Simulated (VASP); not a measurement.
These are PBE GGA, VASP's PBE PAW potentials (set 64) (plane waves; VASP) values and carry that method's errors.

A VASP calculation is set up with these files.

### POSCAR
```
FePt
3.78420
  0.7331536388   0.0000000000   0.0000000000
  0.0000000000   0.7331536388   0.0000000000
  0.0000000000   0.0000000000   1.0000000000
Fe Pt
1 1
Cartesian
  0.0000000000   0.0000000000   0.0000000000
  0.3665768194   0.3665768194   0.5000000000
```

**INCAR**
```
ALGO  =  Normal
EDIFF  =  1E-6
ENCUT  =  400
GGA  =  PE
ISIF  =  2
ISMEAR  =  1
ISPIN  =  2
LASPH  =  T
LCHARG  =  F
LMAXMIX  =  6
LORBIT  =  10
LREAL  =  F
LWAVE  =  F
MAGMOM  =  1.0 1.0
NELM  =  100
PREC  =  Accurate
SIGMA  =  0.1
SYSTEM  =  FePt
```

KPOINTS:
```
Automatic mesh
0
gamma
10 10 7
0 0 0
```

POTCAR, in this order: Fe Pt (PBE.64 set). Program: vasp_std.

Unless said otherwise, spin-orbit coupling is left out, though it shifts the bands of the heavy elements here.

Problem. What does the run give for the energy per atom (σ→0), cell moment, pressure, band gap (on the k-mesh)?

Solution. 
```yaml
energy per atom (σ→0): -7389 meV/atom
cell_moment: 3.38 μB
band gap (on the k-mesh): none (metal, semimetal or under 0.01 eV)
pressure: -7.49 GPa
```

### OSZICAR
```
...
DAV:  11    -0.147742648728E+02    0.23875E-01   -0.75803E-02  6318   0.432E+00    0.831E-01
DAV:  12    -0.147768015900E+02   -0.25367E-02   -0.71455E-03  6350   0.141E+00    0.517E-01
DAV:  13    -0.147778721487E+02   -0.10706E-02   -0.11154E-03  6438   0.483E-01    0.239E-01
DAV:  14    -0.147781455504E+02   -0.27340E-03   -0.27042E-04  6050   0.265E-01    0.926E-02
DAV:  15    -0.147781780436E+02   -0.32493E-04   -0.82164E-05  6366   0.210E-01    0.404E-02
DAV:  16    -0.147781848436E+02   -0.68000E-05   -0.15567E-05  5706   0.671E-02    0.127E-02
DAV:  17    -0.147781849474E+02   -0.10381E-06   -0.89153E-07  2690   0.161E-02
   1 F= -.14778185E+02 E0= -.14778438E+02  d E =0.758326E-03  mag=     3.3834
```

The compound is FePt in the L1_0 structure. The cell was not relaxed at this level.
